## Question

A crystal of aluminium oxide (corundum, Al₂O₃) is computed with the density functional PBE. The cell is held at 8.50 Å³ per atom, close to the volume measured at ordinary pressure.

(a) Estimate the pressure that the calculation reports. Use two rough constants: in PBE, corundum has a bulk modulus of about 230 GPa, and the functional left to itself makes the crystal about 3 % larger in volume than this cell.

(b) Compare the estimate with the results of JDFTx and GPAW in the table that follows the answer to (a). How accurate is the rule over all five programs?

(c) Turn the disagreement between the programs into a volume and a bond length.

(d) Where does the rule stop being useful?

## Model answer

### (a) The estimate

The pressure in such a calculation is a slope: it tells how fast the energy falls when the cell is allowed to grow. It is zero only at the volume that the chosen functional itself prefers. A cell taken at the measured volume is therefore free of pressure in the laboratory, yet need not be so in the computer.

In corundum, aluminium and oxygen ions attract each other, while their electron clouds resist overlap. The crystal settles where the two balance. PBE is known to bind most solids a little too weakly, because it favours an electron density that varies strongly in space, as it does between atoms that have moved apart. Its balance point lies at longer bonds, so at the measured volume the repulsion wins and the cell pushes outward.

How hard it pushes depends on the stiffness. Near its minimum the energy $E$ is a parabola in the volume $V$, with the minimum at $V_0$ and a curvature set by the bulk modulus $B$:

$$E \approx E_0 + \frac{B}{2V_0}(V-V_0)^2 .$$

Here $E_0$ is the energy at the minimum. The pressure $P$ is minus the slope of this curve:

$$P = -\frac{dE}{dV} = B\,\frac{V_0-V}{V_0} \approx B\,x, \qquad x=\frac{V_0-V}{V}.$$

The number $x$ is the fraction by which the cell would like to grow. The last step puts $V$ for $V_0$ in the denominator, which raises the result by the factor $1+x$, a small change here. With the two constants of the question,

$$P \approx 230\ \text{GPa}\times 0.03 \approx 6.9\ \text{GPa}.$$

The answer is about 7 GPa, pushing outward. That is tens of thousands of atmospheres from a mismatch of a few per cent, because corundum is very stiff. A softer solid with the same mismatch would show a pressure smaller in proportion to its bulk modulus.

Plane-wave PBE calculations of corundum (Al₂O₃, 10-atom cell) at 8.50 Å³ per atom with the programs named, without dispersion correction, spin polarisation or spin–orbit coupling; cell and atoms are not relaxed. All use a 7×7×7 k mesh and Fermi–Dirac smearing of 0.05 eV. The basis column gives the plane-wave cutoff; pressure is positive in compression.

```csv
program,potentials,basis,pressure (GPa),largest force (eV/Å)
JDFTx,PseudoDojo SR PBE 0.5 standard,1143 eV,6.000,0.051
DFTK,dojo.nc.sr.pbe.v0_4_1.standard,1143 eV,6.020,0.052
VASP,"VASP PAW PBE potentials, recommended",520 eV,7.200,0.027
Quantum ESPRESSO,SSSP 1.3 efficiency PBE,748 eV,7.750,0.047
GPAW,GPAW PAW data sets (gpaw data 1.2.1),800 eV,9.720,0.051
```

### (b) Two rows, then all five

JDFTx gives 6.0 GPa, so the estimate is 15 % above the computed value. GPAW gives 9.7 GPa, and there the estimate is 29 % too low. Neither row was used to set the constants, which are rough general knowledge about corundum and PBE. The rule gets the sign and the size right in both cases, but it gives both programs the same answer.

Over the five rows the typical (root-mean-square) miss is 1.4 GPa, about a fifth of the mean pressure. The programs scatter about their own mean by the same amount. JDFTx and DFTK are nearly one result counted twice, which pulls that mean toward the estimate. Still, most of the miss is disagreement among the calculations, which a rule with one answer for one crystal has no means to follow. Guessing zero, on the ground that the volume is the measured one, would miss by 7.5 GPa. The printed output below the text lists the misses row by row.

The good agreement with the mean should not be taken for precision. If PBE wanted 2 % more volume instead of 3 %, the rule would give 4.6 GPa; with 4 % it would give 9.2 GPa. An honest statement of the estimate is therefore "about 7 GPa, give or take 2", and the GPAW value lies outside even this range.

### (c) What the disagreement means in lengths

The highest and lowest pressures lie 3.7 GPa apart, which sounds serious. Read backwards, the rule gives $x=P/B$, and the gap becomes 1.6 % in volume. A length changes by a third of that, about 0.5 %. On the shortest Al–O contact, 1.854 Å, this is 0.01 Å.

The conversion shows why pressure is such a sharp test of a calculation. Stiffness acts as a magnifier: a difference of about a hundredth of an ångström in bond length appears as several gigapascals. For corundum the figure to remember is 2.3 GPa for each per cent of volume.

The length found in this way is an average over directions. In each of the five calculations the stress along the threefold axis of the crystal is roughly a tenth smaller than the stress across it. The cell need not grow by exactly the same fraction in every direction if it were released; that depends also on how stiff it is along each direction.

### (d) Where the rule ends

The straight line holds for small mismatches. A compressed solid stiffens, because the repulsion between electron clouds rises ever more steeply as they are pushed together. The Murnaghan equation includes this effect; with a usual degree of stiffening it gives 7.2 GPa in place of 6.9 GPa, a difference well inside the scatter of the programs. At a mismatch of 10 % the line gives 23 GPa and the curve 27 GPa, and the curve is then the better choice.

The rule also fails for forces on atoms. Pressure measures how the energy responds when the whole cell changes size, whereas a force measures how it responds when one atom moves inside a fixed cell. JDFTx and GPAW have the same largest force, 0.051 eV/Å on aluminium, although their pressures differ by more than half of the smaller one; on oxygen the force is 0.050 eV/Å in JDFTx and 0.040 eV/Å in GPAW, smaller where the pressure is larger. VASP, with a pressure in the middle, has about half that force, for a reason that the table does not reveal.

## Remarks on the reasoning

**The sign.** A positive pressure need not mean that the sample was squeezed. Here it records a disagreement between the functional and nature about the right volume. Thermal and zero-point vibrations, which a static calculation leaves out, don't remove the disagreement. They make a real crystal swell, so including them would push the computed pressure higher still.

**The spread.** It is tempting to rank the programs by their pressures, but most rows differ in program, potential and basis at once. The exception is the pair JDFTx and DFTK, which use closely related potentials and the same plane-wave cutoff. They agree to 0.02 GPa, so two separately written programs can give practically the same pressure when their ingredients match. This makes potentials and basis the natural suspects for the larger differences. The stress components give a hint between the two. An error from the finite basis is expected to shift the stress about equally in all directions; a shift that lifted JDFTx to the pressure of GPAW would move the ratio of the stress along the axis to the stress across it from 0.90 to about 0.94. GPAW keeps 0.90, as does Quantum ESPRESSO, which is what one expects if their potentials prefer a larger volume. VASP does not fit this pattern: its ratio rises to 0.91, about as much as an equal shift from JDFTx would raise it. This is an indication, not a proof; runs at higher cutoffs would decide.

**The backward reading.** The basis matters for (c) as well. When a cell shrinks with a fixed set of plane waves, the waves become shorter and describe the electrons better, so the energy drops for a reason that has nothing to do with bonding. This false inward pull, called Pulay stress, usually makes the reported pressure too low. It therefore cannot be what lifts GPAW. The 2.6 % expansion read from JDFTx and the 4.2 % read from GPAW are apparent values for this reason and for others: the straight line ignores stiffening and so reads somewhat too high at the larger pressures, the bulk modulus is a rough constant, and the atoms were not relaxed. To find the volume that a calculation truly prefers, one computes the energy at several volumes with the same cutoff and looks for the minimum.

**The use of the rule.** Before trusting a computed pressure, ask how far the cell is from the volume that the functional prefers, and multiply by the stiffness. A result of about this size at the measured volume is what PBE should give for corundum. A pressure several times larger, or one of opposite sign, would be a reason to check the cell and the basis before looking for new physics.

Numerical output:

```
Linear rule, estimated pressure in GPa: 6.9
Murnaghan curve, estimated pressure in GPa: 7.217
Linear rule with 2 percent expansion in GPa: 4.6
Linear rule with 4 percent expansion in GPa: 9.2
Linear rule with bulk modulus 250 GPa in GPa: 7.5
Rule against the rows:
               row  pressure GPa  linear rule less value GPa  miss in percent  Murnaghan less value GPa
             JDFTx             6                         0.9               15                     1.217
              DFTK          6.02                        0.88            14.62                     1.197
              VASP           7.2                        -0.3           -4.167                   0.01676
  Quantum ESPRESSO          7.75                       -0.85           -10.97                   -0.5332
              GPAW          9.72                       -2.82           -29.01                    -2.503
Rule read backwards:
               row  apparent volume expansion percent  apparent length expansion percent  stress along axis over stress across
             JDFTx                              2.609                             0.8696                                0.9007
              DFTK                              2.617                             0.8725                                0.9014
              VASP                               3.13                              1.043                                0.9145
  Quantum ESPRESSO                               3.37                              1.123                                0.9029
              GPAW                              4.226                              1.409                                0.9028
Rms miss of the linear rule in GPa: 1.439
Rms miss of the Murnaghan curve in GPa: 1.376
Rms miss of the guess of zero pressure in GPa: 7.465
Mean pressure of the rows in GPa: 7.338
Rms scatter of the rows about their mean in GPa: 1.37
Highest less lowest pressure in GPa: 3.72
The same spread as volume in percent: 1.617
The same spread as length in percent: 0.5391
The same spread on a contact of 1.854 angstrom in angstrom: 0.009995
DFTK less JDFTx pressure in GPa: 0.02
Largest force of VASP over that of JDFTx: 0.5294
Linear rule at 10 percent expansion in GPa: 23
Murnaghan curve at 10 percent expansion in GPa: 26.69
```
